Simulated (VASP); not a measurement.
Crystal: Re.

```
Re
1.0
     2.76080    0.00000    0.00000
    -1.38040    2.39092    0.00000
     0.00000    0.00000    4.45820
Re
2
Direct
  0.33333 0.66667 0.25000
  0.66667 0.33333 0.75000
```

| Item | Value |
| --- | --- |
| Program | VASP 6.6.1 |
| Task | relaxation of cell and atoms |
| Functional | PBEsol |
| Potentials or basis | VASP PAW PBE potentials, release 64 (Re) |
| Cutoff | 600 eV |
| k mesh | 15 × 15 × 8 |
| Occupations | methfessel-paxton, width 0.1 eV |
| Spin | no spin polarisation |

At the start: pressure -4.1 GPa; volume 14.71 Å³/atom.

Problem. How do energy, volume and symmetry change on relaxing?

Solution. Over 8 steps the energy falls by 2.2 meV/atom and the volume is 14.56 Å³/atom (-1.1 %); space group P6_3/mmc (No. 194, to 0.05 Å).

Step by step:
| step | energy change (eV) | largest force (eV/Å) | pressure (GPa) | volume (Å³) |
| --- | --- | --- | --- | --- |
| 1 | 0.0000 | 0.0000 | -4.13 | 29.43 |
| 2 | 0.0725 | 0.0000 | 19.99 | 27.84 |
| 3 | -0.0042 | 0.0000 | 0.00 | 29.12 |
| 4 | -0.0042 | 0.0000 | 0.00 | 29.12 |
| 5 | 0.0055 | 0.0000 | 6.84 | 28.65 |
| 6 | -0.0042 | 0.0000 | 0.16 | 29.11 |
| 7 | -0.0042 | 0.0000 | 0.03 | 29.12 |
| 8 | -0.0043 | 0.0000 | 0.09 | 29.11 |

Final structure:
```cif
data_structure
_symmetry_space_group_name_H-M 'P 1'
_symmetry_Int_Tables_number 1
_cell_length_a 2.7480
_cell_length_b 2.7480
_cell_length_c 4.4517
_cell_angle_alpha 90.000
_cell_angle_beta 90.000
_cell_angle_gamma 120.000
_cell_volume 29.11
loop_
_atom_site_label
_atom_site_type_symbol
_atom_site_fract_x
_atom_site_fract_y
_atom_site_fract_z
_atom_site_occupancy
Re1 Re 0.33333 0.66667 0.25000 1
Re2 Re 0.66667 0.33333 0.75000 1
```

Caveat: the PAW data sets were made with another functional, which shifts forces and pressure a little.
